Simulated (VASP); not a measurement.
Consider the following.

```
CELL_PARAMETERS angstrom
      0.00000     2.54000     2.54000
      2.54000     0.00000     2.54000
      2.54000     2.54000     0.00000
ATOMIC_POSITIONS crystal
  Hf 0.00000 0.00000 0.00000
  O  0.25000 0.25000 0.25000
  O  0.75000 0.75000 0.75000
```

Method: r2SCAN meta-GGA, VASP's PBE PAW potentials (set 64) (plane waves; VASP 6.6.1). Numerical set-up: 520 eV cut-off, 8×8×8 Γ-centred mesh, Gaussian smearing of 0.050 eV, potentials Hf_pv O.

Energy and stress use the plane-wave basis of the starting cell.

Question: The ions, cell shape and volume are relaxed. What does this cell relax into?

Answer: 
```
CELL_PARAMETERS angstrom
      0.00000     2.51660     2.51660
      2.51660     0.00000     2.51660
      2.51660     2.51660     0.00000
ATOMIC_POSITIONS crystal
  Hf 0.00000 0.00000 0.00000
  O  0.25000 0.25000 0.25000
  O  0.75000 0.75000 0.75000
```
Space group Fm-3m (225), at a tolerance of 0.03 Å.

Question: How do energy and volume change from the first to the last step?

Answer: The energy (σ→0) changes by -6.7 meV/atom and the volume by -2.7 %, in 4 ionic steps.

The compound is HfO2 in the fluorite structure, the high-temperature cubic form, which is unstable at 0 K; the monoclinic form is the stable one. This run relaxes it. Symmetry was kept, so distortions that lower it aren't found.
